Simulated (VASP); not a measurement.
Input:

```
CELL_PARAMETERS angstrom
      2.61411     0.00000     0.00000
      0.00000     2.61411     0.00000
      0.00000     0.00000     3.77976
ATOMIC_POSITIONS crystal
  Ti 0.00000 0.00000 0.00000
  Al 0.50000 0.50000 0.50000
```

Method: LDA (Ceperley-Alder, Perdew-Zunger), VASP's LDA PAW potentials (set 64) (plane waves; VASP). Settings: 500 eV cut-off, 14×14×10 Γ-centred mesh, first-order Methfessel-Paxton smearing of 0.10 eV, potentials Ti_sv Al.

Energy and stress use the plane-wave basis of the starting cell.

### Question
The ions, cell shape and volume at an external pressure of 45.0 GPa are relaxed. Which structure does the run end with?

### Answer

```
CELL_PARAMETERS angstrom
      2.57546     0.00000     0.00000
      0.00000     2.57546     0.00000
      0.00000     0.00000     3.66819
ATOMIC_POSITIONS crystal
  Ti 0.00000 0.00000 0.00000
  Al 0.50000 0.50000 0.50000
```
Space group P4/mmm (123), at a tolerance of 0.03 Å.

### Question
How do energy and volume change from the first to the last step?

### Answer
The energy (σ→0) changes by +174.1 meV/atom and the volume by -5.8 %, in 10 ionic steps.

```json
[
 {"step": "1", "E(σ→0) (eV)": "-13.1907", "max force (eV/Å)": "0.000", "pressure (GPa)": "29.93", "volume (Å³)": "25.83"},
 {"step": "2", "E(σ→0) (eV)": "-11.7356", "max force (eV/Å)": "0.000", "pressure (GPa)": "85.64", "volume (Å³)": "21.55"},
 {"step": "3", "E(σ→0) (eV)": "-12.8617", "max force (eV/Å)": "0.000", "pressure (GPa)": "44.39", "volume (Å³)": "24.40"},
 {"step": "4", "E(σ→0) (eV)": "-12.8479", "max force (eV/Å)": "0.000", "pressure (GPa)": "44.87", "volume (Å³)": "24.35"},
 {"step": "5", "E(σ→0) (eV)": "-12.8398", "max force (eV/Å)": "0.000", "pressure (GPa)": "45.21", "volume (Å³)": "24.32"},
 {"step": "6", "E(σ→0) (eV)": "-12.8535", "max force (eV/Å)": "0.000", "pressure (GPa)": "44.66", "volume (Å³)": "24.37"},
 {"step": "7", "E(σ→0) (eV)": "-12.8534", "max force (eV/Å)": "0.000", "pressure (GPa)": "44.66", "volume (Å³)": "24.37"},
 {"step": "8", "E(σ→0) (eV)": "-12.8524", "max force (eV/Å)": "0.000", "pressure (GPa)": "44.69", "volume (Å³)": "24.37"},
 {"step": "9", "E(σ→0) (eV)": "-12.8493", "max force (eV/Å)": "0.000", "pressure (GPa)": "44.76", "volume (Å³)": "24.36"},
 {"step": "10", "E(σ→0) (eV)": "-12.8426", "max force (eV/Å)": "0.000", "pressure (GPa)": "44.96", "volume (Å³)": "24.33"}
]
```

The compound is TiAl in the L1_0 structure. This run relaxes it under an external pressure of 45 GPa. Symmetry was kept, so distortions that lower it aren't found. The electron count is odd and the run is not spin-polarised, which forces a metal.
